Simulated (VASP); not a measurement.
SiC:

```
CELL_PARAMETERS angstrom
3.07600 0.00000 0.00000
-1.53800 2.66389 0.00000
0.00000 0.00000 5.04800
ATOMIC_POSITIONS crystal
Si 0.33333 0.66667 0.00000
Si 0.66667 0.33333 0.50000
C 0.33333 0.66667 0.38500
C 0.66667 0.33333 0.88500
```

- Program: VASP 6.6.1
- Task: relaxation of cell and atoms
- Functional: PBE
- Potentials or basis: VASP PAW PBE potentials, release 64 (Si, C)
- Cutoff: 520 eV
- k mesh: 3 × 3 × 1
- Occupations: gaussian, width 0.02 eV
- Spin: no spin polarisation

At the start: pressure 4.0 GPa; volume 10.34 Å³/atom.

Question: Where does the relaxation end?

Answer: Over 10 steps the energy falls by 29.5 meV/atom and the volume is 10.49 Å³/atom (+1.5 %); space group P6_3mc (No. 186, to 0.05 Å).

The path:
| step | energy change (eV) | largest force (eV/Å) | pressure (GPa) | volume (Å³) |
| --- | --- | --- | --- | --- |
| 1 | 0.0000 | 0.2093 | 4.01 | 41.36 |
| 2 | 0.0557 | 1.3839 | -2.35 | 42.83 |
| 3 | -0.1026 | 0.4272 | 0.10 | 42.04 |
| 4 | -0.1173 | 0.0291 | -1.06 | 42.18 |
| 5 | -0.1174 | 0.0067 | -1.00 | 42.18 |
| 6 | -0.1177 | 0.0122 | 0.70 | 41.84 |
| 7 | -0.1181 | 0.0039 | -0.01 | 41.98 |
| 8 | -0.1181 | 0.0037 | -0.03 | 41.98 |
| 9 | -0.1181 | 0.0033 | 0.01 | 41.98 |
| 10 | -0.1181 | 0.0001 | -0.01 | 41.98 |

Final structure:
```xyz
4
Lattice="3.1420 0.0000 0.0000 -1.5710 2.7211 0.0000 0.0000 0.0000 4.9099" Properties=species:S:1:pos:R:3 pbc="T T T"
Si    0.0000    1.8141    4.8967
Si    1.5710    0.9070    2.4417
C     0.0000    1.8141    1.9035
C     1.5710    0.9070    4.3585
```

Caveat: the k mesh is coarse (spacing up to 1.24 Å⁻¹), so the values aren't converged.
